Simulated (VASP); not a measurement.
Here is the system:

```
CELL_PARAMETERS angstrom
      1.35924    -2.35427     0.00000
      1.35924     2.35427     0.00000
      0.00000     0.00000     4.29849
ATOMIC_POSITIONS crystal
  Os 0.33333 0.66667 0.25000
  Os 0.66667 0.33333 0.75000
```

The numbers are results of PBEsol GGA, VASP's PBE PAW potentials (set 64) (plane waves; VASP), not measurements. Numerical set-up: 500 eV cut-off, 15×15×9 Γ-centred mesh, first-order Methfessel-Paxton smearing of 0.10 eV, potentials Os.

Unless said otherwise, spin-orbit coupling is left out, though it shifts the bands of the heavy elements here.

### Question
Predict the energy per atom (σ→0), pressure, band gap (on the k-mesh) with the smallest direct gap where there is one.

### Answer

- band gap (on the k-mesh): none (metal, semimetal or under 0.01 eV)
- energy per atom (σ→0): -12.243 eV/atom
- pressure: 4.88 GPa

Only differences to runs with the same potentials and settings are physical.

The compound is Os in the hcp structure. It was relaxed first under an external pressure of 5 GPa.
